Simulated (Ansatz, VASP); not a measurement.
## Si in two plane-wave programs

Wanted: the spread between two codes on one cell, functional and k mesh. The structure shown is frame 338 of Ansatz's trajectory.

Main program and level: Ansatz 0.2.0; plane waves, with VASP 6.6.1 beside it; single point at PBEsol.

## (1) Starting point

The cell holds 76 atoms: 76 Si. Its edges and angles: a = 11.131 Å, b = 11.131 Å, c = 11.131 Å, α = 90.0°, β = 90.0°, γ = 90.0°. As first built, before any earlier steps moved the atoms (in the runner's words): 76 atoms (76 Si) placed at random at 2.57 g/cm^3, melted at 2429 K for 5 ps at fixed volume with the modified Tersoff potential (Kumagai, Izumi, Hara and Sakai, Comput. Mater. Sci. 39, 457 (2007)). Snapshot at the end of a hold of 8 ps at 1735 K and fixed volume.

## (2) Ansatz: dynamics, PBEsol

Ansatz runs on its default PAW (the set named soft_2) files.

One frame of this run of dynamics is then solved in both programs, so the motion causes no difference.

File input.yaml:

```yaml
crystal:
  lattice:
    - [11.131, 0.0, 0.0]
    - [0.0, 11.131, 0.0]
    - [0.0, 0.0, 11.131]
  atoms:
    - { symbol: Si, position: [0.4971, 0.53008, 0.13571] }
    - { symbol: Si, position: [0.03109, 0.4007, 0.42039] }
    - { symbol: Si, position: [0.9622, 0.49594, 0.79046] }
    - { symbol: Si, position: [0.5895, 0.89196, 0.7289] }
    - { symbol: Si, position: [0.06437, 0.73636, 0.42058] }
    - { symbol: Si, position: [0.86936, 0.417, 0.608] }
    - { symbol: Si, position: [0.38886, 0.70774, 0.25007] }
    - { symbol: Si, position: [0.68504, 0.05451, 0.32025] }
    - { symbol: Si, position: [0.13614, 0.19892, 0.71184] }
    - { symbol: Si, position: [0.81584, 0.15494, 0.91552] }
    - { symbol: Si, position: [0.92694, 0.87745, 0.32149] }
    - { symbol: Si, position: [0.82881, 0.6491, 0.86342] }
    - { symbol: Si, position: [0.73974, 0.13623, 0.13378] }
    - { symbol: Si, position: [0.14381, 0.64437, 0.88682] }
    - { symbol: Si, position: [0.9198, 0.82703, 0.11183] }
    - { symbol: Si, position: [0.02735, 0.47591, 0.04398] }
    - { symbol: Si, position: [0.48199, 0.28539, 0.171] }
    - { symbol: Si, position: [0.86202, 0.06731, 0.62602] }
    - { symbol: Si, position: [0.83822, 0.46744, 0.14281] }
    - { symbol: Si, position: [0.01649, 0.07815, 0.32569] }
    - { symbol: Si, position: [0.16117, 0.99604, 0.18877] }
    - { symbol: Si, position: [0.11356, 0.7133, 0.089] }
    - { symbol: Si, position: [0.22509, 0.54968, 0.20185] }
    - { symbol: Si, position: [0.62122, 0.70088, 0.20789] }
    - { symbol: Si, position: [0.24462, 0.36832, 0.92244] }
    - { symbol: Si, position: [0.62886, 0.58891, 0.80867] }
    - { symbol: Si, position: [0.10879, 0.38992, 0.64443] }
    - { symbol: Si, position: [0.26243, 0.31104, 0.19491] }
    - { symbol: Si, position: [0.40271, 0.625, 0.44956] }
    - { symbol: Si, position: [0.47387, 0.04617, 0.62857] }
    - { symbol: Si, position: [0.28391, 0.519, 0.60759] }
    - { symbol: Si, position: [0.31855, 0.95562, 0.90356] }
    - { symbol: Si, position: [0.84646, 0.37798, 0.33443] }
    - { symbol: Si, position: [0.37994, 0.86696, 0.47004] }
    - { symbol: Si, position: [0.78536, 0.90997, 0.47175] }
    - { symbol: Si, position: [0.6349, 0.17528, 0.77708] }
    - { symbol: Si, position: [0.69476, 0.38104, 0.75884] }
    - { symbol: Si, position: [0.8475, 0.36198, 0.90983] }
    - { symbol: Si, position: [0.45853, 0.44748, 0.33844] }
    - { symbol: Si, position: [0.4971, 0.29152, 0.4807] }
    - { symbol: Si, position: [0.55328, 0.60006, 0.59121] }
    - { symbol: Si, position: [0.36893, 0.10431, 0.42275] }
    - { symbol: Si, position: [0.17982, 0.86319, 0.5484] }
    - { symbol: Si, position: [0.32116, 0.54531, 0.0025] }
    - { symbol: Si, position: [0.09194, 0.07306, 0.56705] }
    - { symbol: Si, position: [0.10854, 0.27928, 0.06106] }
    - { symbol: Si, position: [0.68152, 0.26338, 0.38798] }
    - { symbol: Si, position: [0.56621, 0.84078, 0.53585] }
    - { symbol: Si, position: [0.32151, 0.79014, 0.04685] }
    - { symbol: Si, position: [0.10474, 0.97038, 0.99205] }
    - { symbol: Si, position: [0.507, 0.91224, 0.27552] }
    - { symbol: Si, position: [0.33368, 0.13072, 0.75791] }
    - { symbol: Si, position: [0.20793, 0.81392, 0.26823] }
    - { symbol: Si, position: [0.53428, 0.87188, 0.06596] }
    - { symbol: Si, position: [0.16532, 0.55212, 0.41586] }
    - { symbol: Si, position: [0.92266, 0.2185, 0.19506] }
    - { symbol: Si, position: [0.04282, 0.1551, 0.89819] }
    - { symbol: Si, position: [0.38958, 0.0843, 0.22953] }
    - { symbol: Si, position: [0.47582, 0.76136, 0.86177] }
    - { symbol: Si, position: [0.19634, 0.23477, 0.38931] }
    - { symbol: Si, position: [0.31569, 0.61708, 0.78272] }
    - { symbol: Si, position: [0.74197, 0.92045, 0.04295] }
    - { symbol: Si, position: [0.46722, 0.41302, 0.63924] }
    - { symbol: Si, position: [0.877, 0.7414, 0.54782] }
    - { symbol: Si, position: [0.75834, 0.57261, 0.53273] }
    - { symbol: Si, position: [0.58517, 0.25347, 0.99878] }
    - { symbol: Si, position: [0.89774, 0.80943, 0.74113] }
    - { symbol: Si, position: [0.75206, 0.2248, 0.59141] }
    - { symbol: Si, position: [0.70405, 0.5364, 0.34236] }
    - { symbol: Si, position: [0.76337, 0.96292, 0.79619] }
    - { symbol: Si, position: [0.23837, 0.82833, 0.74565] }
    - { symbol: Si, position: [0.77345, 0.66422, 0.07763] }
    - { symbol: Si, position: [0.50939, 0.02661, 0.90764] }
    - { symbol: Si, position: [0.06764, 0.82047, 0.8558] }
    - { symbol: Si, position: [0.42342, 0.30666, 0.82868] }
    - { symbol: Si, position: [0.65886, 0.46395, 0.99401] }
kpoints:
  mp_grid: { grid: [1, 1, 1] }
hamiltonian:
  xc: pbesol
scf:
  occupations: { method: fermi_dirac, width: 0.15 }
output:
  forces: true
  stress: true
md:
  timestep: 3.0
  n_steps: 1000
  ensemble: nvt_nose_hoover
  temperature: 1735
  initial_velocities: maxwell_boltzmann
  seed: 7
```

Launch:

```bash
$ ansatz run input.yaml --threads 4 --pin off --max-ram 15360MiB --backend cpu --events-out ev --progress --plain --runs-dir out
```

Numbers of over 12 decimals in the logs are rounded to 6 here.

The log of the run:

```text
Warning: md: disabling space-group detection — thermal motion breaks the input geometry's symmetry, so no spatial operation reduces the k-mesh or symmetrises the density; time reversal is kept, so that k and −k are solved as one point where they differ and the mesh holds both, and exact exchange and, on two spinor components, a DFT+U term hold to it where the run has them: on two components no moment then forms, and  [...]
Warning: output.stress: scf.convergence.dr2_threshold = 7.6e-8 eV (the default of an md: trajectory) is looser than the 7.6e-9 eV advised for a printed stress (1e-10 eV for each atom of the cell: 76). What an SCF threshold leaves in a stress goes as its square root, and in the free energy as the threshold itself, and one threshold admits the most on a small cell: [figures from the program's tests cut] Set scf.converg [...]
band count auto-derived: 234 (N_el = 304.0; filled up to band 152; 228 by the electrons, moments and atoms)
Engine: ansatz 0.2.0, aarch64-unknown-linux-gnu
Pseudopotentials: kind: paw
Pseudopotential: Si, paw, valence charge 4, recommended cutoff 420 eV (normal), Si.paw.azcp
Functional definition: PBEsol
  exchange = pbesol_x
  correlation = pbesol_c
Crystal: 76 atoms, lattice volume = 1379.122 Å³
Basis set: ecut = 420 eV, 26961 PW (Γ), exchange–correlation on 150×150×150 points (8 copies of the dense FFT grid, shifted against one another)
Bands: 234, of which v1, the nominal top of the filled ones, is band 152 counted from 1 (151 counted from 0)
Symmetry: 1 space group operations
k-points: 1
Non-local potential: Si, projectors of the file, l = 0: 2, l = 1: 2, l = 2: 2
PAW form: soft (Blöchl's): semilocal exchange-correlation on the pseudo side does not see the compensation charge
PAW frozen core: Si, regenerated for the run's functional, and the local potential with it (the file was generated under x = pbe(κ = 0.804, μ = 0.219515), c = pbe(β = 0.066725))
PAW one-centre angular grid: Si, 110 points (default); XC on 64 Gauss nodes
Initial density: superposition of atomic densities (neutral atoms: chi_scale 0, normalization atom), corrected by the library's trained network
Initial wavefunctions: pseudopotential atomic-orbital guess
Functional: x = pbesol(κ = 0.804, μ = 0.123457), c = pbesol(β = 0.046)
SCF iter   1: F=—  HF=-47199.112992 eV  |F-HF|=—  |Δ(HF+E_count)|=         —  Δρ=4.49e-3  dr2=7.33e-1  ethr=1.77e-3  ⟨swp⟩=8.0  Hψ=1188  notcnv=0
preconditioner: auto → Kerker (q_TF=auto, 2.120 Å⁻¹)  [metal: Δε(μ)=0.130 eV  Ē_g=7.574 eV  σ=0.150 eV  W_gap=0.21  n_scr=250 (ndim 8)  ℏωp=17.4 eV  f_vac=0.000  D(μ)=30.99/eV (n_scr^D=178)]
SCF iter   2: F=—  HF=-47199.026943 eV  |F-HF|=—  |Δ(HF+E_count)|=   8.60e-2  Δρ=2.59e-3  dr2=2.23e-1  ethr=2.41e-4  ⟨swp⟩=1.0  Hψ=270  notcnv=0
SCF iter   3: F=—  HF=-47198.988485 eV  |F-HF|=—  |Δ(HF+E_count)|=   3.85e-2  Δρ=3.83e-4  dr2=3.79e-3  ethr=7.35e-5  ⟨swp⟩=2.0  Hψ=351  notcnv=0
SCF iter   4: F=—  HF=-47198.988151 eV  |F-HF|=—  |Δ(HF+E_count)|=   3.34e-4  Δρ=1.37e-4  dr2=6.79e-4  ethr=1.25e-6  ⟨swp⟩=2.0  Hψ=353  notcnv=0
SCF iter   5: F=—  HF=-47198.988156 eV  |F-HF|=—  |Δ(HF+E_count)|=   5.20e-6  Δρ=3.68e-5  dr2=4.66e-5  ethr=2.23e-7  ⟨swp⟩=2.0  Hψ=409  notcnv=0
SCF iter   6: F=—  HF=-47198.987683 eV  |F-HF|=—  |Δ(HF+E_count)|=   4.73e-4  Δρ=9.58e-6  dr2=4.10e-6  ethr=1.53e-8  ⟨swp⟩=2.0  Hψ=384  notcnv=0
SCF iter   7: F=—  HF=-47198.987684 eV  |F-HF|=—  |Δ(HF+E_count)|=   4.07e-7  Δρ=2.77e-6  dr2=3.15e-7  ethr=1.35e-9  ⟨swp⟩=2.0  Hψ=376  notcnv=0
SCF iter   8: F=-47198.987684 eV  HF=-47198.987684 eV  |F-HF|=5.38e-9  |Δ(HF+E_count)|=   4.52e-8  Δρ=7.92e-7  dr2=2.54e-8  ethr=2.50e-11  ⟨swp⟩=4.0  Hψ=706  notcnv=0
SCF 1 converged in 8 iterations: F = -47198.987684 eV  dr2 = 2.54e-8
  greatest PAW one-centre occupation: 0.688 electrons in one spin orbital (limit 2), on the Si atom at site 24 (counted from 0), in its partial waves of l = 0
[...]
md step   963: t =  2889.00 fs  T =  1931.5 K  F+E_penalty+E_count = -47189.05403279 eV  E_kin = 18.725264 eV  conserved = -47182.13285507 eV  P_inst = 0.0687 GPa  (5 SCF iters)
md step   966: t =  2898.00 fs  T =  1878.5 K  F+E_penalty+E_count = -47188.45336926 eV  E_kin = 18.211182 eV  conserved = -47182.11530940 eV  P_inst = -0.0045 GPa  (5 SCF iters)
md step   969: t =  2907.00 fs  T =  1863.8 K  F+E_penalty+E_count = -47188.26458080 eV  E_kin = 18.068723 eV  conserved = -47182.10760034 eV  P_inst = -0.1441 GPa  (5 SCF iters)
md step   972: t =  2916.00 fs  T =  1973.2 K  F+E_penalty+E_count = -47189.32853068 eV  E_kin = 19.129559 eV  conserved = -47182.12441500 eV  P_inst = -0.5542 GPa  (5 SCF iters)
md step   975: t =  2925.00 fs  T =  2000.3 K  F+E_penalty+E_count = -47189.61625660 eV  E_kin = 19.392169 eV  conserved = -47182.12249748 eV  P_inst = -0.7416 GPa  (5 SCF iters)
md step   978: t =  2934.00 fs  T =  1941.5 K  F+E_penalty+E_count = -47189.10838437 eV  E_kin = 18.821825 eV  conserved = -47182.11386680 eV  P_inst = -0.5493 GPa  (5 SCF iters)
md step   981: t =  2943.00 fs  T =  1861.9 K  F+E_penalty+E_count = -47188.45025811 eV  E_kin = 18.050052 eV  conserved = -47182.12490438 eV  P_inst = -0.0775 GPa  (5 SCF iters)
md step   984: t =  2952.00 fs  T =  1734.0 K  F+E_penalty+E_count = -47187.30723916 eV  E_kin = 16.810375 eV  conserved = -47182.10673667 eV  P_inst = 0.5739 GPa  (5 SCF iters)
md step   987: t =  2961.00 fs  T =  1732.0 K  F+E_penalty+E_count = -47187.40970742 eV  E_kin = 16.790775 eV  conserved = -47182.11708584 eV  P_inst = 0.8128 GPa  (5 SCF iters)
md step   990: t =  2970.00 fs  T =  1815.4 K  F+E_penalty+E_count = -47188.32949105 eV  E_kin = 17.599362 eV  conserved = -47182.11332163 eV  P_inst = 0.6159 GPa  (7 SCF iters)
md step   993: t =  2979.00 fs  T =  1933.3 K  F+E_penalty+E_count = -47189.63534310 eV  E_kin = 18.742850 eV  conserved = -47182.13794233 eV  P_inst = 0.3034 GPa  (5 SCF iters)
md step   996: t =  2988.00 fs  T =  1856.0 K  F+E_penalty+E_count = -47189.03606959 eV  E_kin = 17.992765 eV  conserved = -47182.11696350 eV  P_inst = 0.4425 GPa  (5 SCF iters)
md step   999: t =  2997.00 fs  T =  1802.3 K  F+E_penalty+E_count = -47188.68993017 eV  E_kin = 17.472363 eV  conserved = -47182.10544202 eV  P_inst = 0.6495 GPa  (5 SCF iters)
iter 1 solved again at ethr=9.32e-5 eV; its pass at ethr=3.10e-3 eV (dr2=2.83e-1 eV) is discarded
SCF iter   1: F=—  HF=-47189.098661 eV  |F-HF|=—  |Δ(HF+E_count)|=         —  Δρ=3.11e-3  dr2=2.70e-1  ethr=9.32e-5  ⟨swp⟩=1.0  Hψ=1137  notcnv=0
preconditioner: auto → Kerker (q_TF=auto, 2.120 Å⁻¹)  [metal: Δε(μ)=0.051 eV  Ē_g=7.463 eV  σ=0.150 eV  W_gap=0.09  n_scr=250 (ndim 8)  ℏωp=17.4 eV  f_vac=0.000  D(μ)=33.84/eV (n_scr^D=202)]
SCF iter   2: F=—  HF=-47189.053643 eV  |F-HF|=—  |Δ(HF+E_count)|=   4.50e-2  Δρ=1.72e-3  dr2=7.08e-2  ethr=8.88e-5  ⟨swp⟩=1.0  Hψ=234  notcnv=0
SCF iter   3: F=—  HF=-47189.037530 eV  |F-HF|=—  |Δ(HF+E_count)|=   1.61e-2  Δρ=1.97e-4  dr2=5.47e-4  ethr=2.33e-5  ⟨swp⟩=3.0  Hψ=385  notcnv=0
SCF iter   4: F=—  HF=-47189.037476 eV  |F-HF|=—  |Δ(HF+E_count)|=   5.43e-5  Δρ=4.28e-5  dr2=4.10e-5  ethr=1.80e-7  ⟨swp⟩=2.0  Hψ=401  notcnv=0
SCF iter   5: F=—  HF=-47189.036790 eV  |F-HF|=—  |Δ(HF+E_count)|=   6.85e-4  Δρ=9.85e-6  dr2=3.17e-6  ethr=1.35e-8  ⟨swp⟩=3.0  Hψ=397  notcnv=0
SCF iter   6: F=—  HF=-47189.036791 eV  |F-HF|=—  |Δ(HF+E_count)|=   4.90e-8  Δρ=2.87e-6  dr2=3.15e-7  ethr=1.04e-9  ⟨swp⟩=2.0  Hψ=351  notcnv=0
SCF iter   7: F=-47189.036791 eV  HF=-47189.036791 eV  |F-HF|=4.21e-9  |Δ(HF+E_count)|=   1.94e-8  Δρ=8.21e-7  dr2=2.34e-8  ethr=2.50e-11  ⟨swp⟩=4.0  Hψ=678  notcnv=0
SCF 1001 converged in 7 iterations: F = -47189.036791 eV  dr2 = 2.34e-8
  greatest PAW one-centre occupation: 0.701 electrons in one spin orbital (limit 2), on the Si atom at site 51 (counted from 0), in its partial waves of l = 0
SCF converged after 7 iterations
Free energy (F): -47189.036791 eV
Harris-Foulkes:  -47189.036791 eV  (|F-HF|=4.21e-9)
Internal energy: -47186.541806 eV  (E = F + TS)
E sigma→0 (E₀):  -47187.789298 eV
Entropy (-TS):   -2.494985 eV (-32.829 meV/atom)
Fermi energy:    7.354857 eV
--- Per-component energies (eV) ---
  E_band       = 673.224623
  E_kinetic    = 3032.588630
  E_local      = -1713.920226  (includes V_loc(G=0)·N_el)
  E_nonlocal   = 1967.024357
  E_hartree    = 554.677321
  E_xc         = -4167.372782
  E_vxc        = -3569.758646  (∫ρ·V_xc dr)
  E_paw        = -37882.020316  (= ΣΔE_a)
  E_vpaw       = -152.064350  (= ΣTr[D̂ρ^β])
  E_aug_tail   = 0.000524  (compensation charges beyond the density's cutoff)
  E_ewald      = -8979.917924
  E_core_change = 2.398610  (= ΣΔE_core)
  E_smearing   = -2.494985  (= −TS)
  E_closure    = 0.000000  (closes the sum)
  Σ components = -47189.036791   (vs F -47189.036791, Δ=0.00e0)
--- Forces (eV/Å), atoms counted from 1 ---
  atom   1  Si     0.69594781    -0.37058447     1.91308677
  atom   2  Si    -0.18499779     1.31931598     1.28417623
  atom   3  Si    -1.46679490     1.09181808     0.79446336
  atom   4  Si     1.20548737    -0.17501392    -0.29104527
  atom   5  Si    -0.51041803     0.60670665    -0.30424158
  atom   6  Si    -0.43570190    -1.36131983    -1.79459892
  atom   7  Si    -0.05642205     1.57456236    -0.35719963
  atom   8  Si     1.58371329    -2.37531771    -1.56356472
  atom   9  Si     0.93350128    -1.61365841    -0.22665212
  atom  10  Si     0.64508009    -0.38365689    -1.54561898
  atom  11  Si    -0.44907607    -1.30972518     0.84140986
  atom  12  Si    -0.07583179    -0.20211136    -0.25039438
  atom  13  Si    -0.73222433     0.07588749    -0.85145580
  atom  14  Si     0.37858337     0.59518574     0.35421663
  atom  15  Si    -1.32338511    -0.28061043     1.38711838
  atom  16  Si    -0.53318558    -0.66737658    -0.14261970
  atom  17  Si    -0.55502243     0.21339069     0.29549848
  atom  18  Si     0.04656430     0.26180634     0.47597463
  atom  19  Si     0.88139443     0.78321171    -0.18013165
  atom  20  Si     1.18802037     0.24918564    -0.94361322
  atom  21  Si    -1.25515007    -1.43769468     0.28141815
  atom  22  Si     0.37363610    -0.06225760    -1.07459929
  atom  23  Si     0.78932269     0.15168556    -0.28309538
  atom  24  Si    -0.63420378    -1.59347010    -2.66086145
[...]
atom  69  Si    -0.57182133    -0.32368771    -0.62238381
  atom  70  Si    -2.85012824    -0.30137688     1.06459112
  atom  71  Si     1.48637508    -1.15970544    -0.84587259
  atom  72  Si    -1.43995817     0.38645044    -0.10034635
  atom  73  Si     2.00126191    -0.37331954     0.27936625
  atom  74  Si    -0.76888375    -0.47453086     0.29505603
  atom  75  Si     0.18068826     0.41853627    -0.09268546
  atom  76  Si    -0.59752863     0.41966604    -0.60256838
  max |Σ_I F_I| component: 7.55e-6 eV/Å
--- Stress (GPa, compression-positive) ---
       -0.466529      -0.390906      -0.371125
       -0.390906      -1.126055      -0.122599
       -0.371125      -0.122599      -0.643628
  P = ⅓ Tr σ = -0.7454 GPa (-7.454 kbar)
--- MD trajectory: 1000 steps, t = 0.0 → 3000.0 fs ---
  final state: T = 1830.6 K   F+E_penalty+E_count = -47189.03679055 eV   E_kin = 17.746612 eV
  conserved energy: peak-to-peak 7.100e-2 eV (9.342e-4 eV/atom) over 3000.0 fs
```

The column dr2 measures how far the density is from self-consistency, as an energy; F and HF (Harris–Foulkes) agree once it is small.

(Part 1 of 2 ends here.)

[Lines on the potential files, build, host, timing and source positions are cut from VASP's logs without a mark.]

[Logs are printed without paths, hosts, clocks, repeated set-up lines and the standing remarks that a program may print on its own settings, such as how far it seeks lower states.]

[Hosts, paths, dates, database ids (printed as entryN), source tags and the programs' standing remarks are cut or masked in the printed files.]
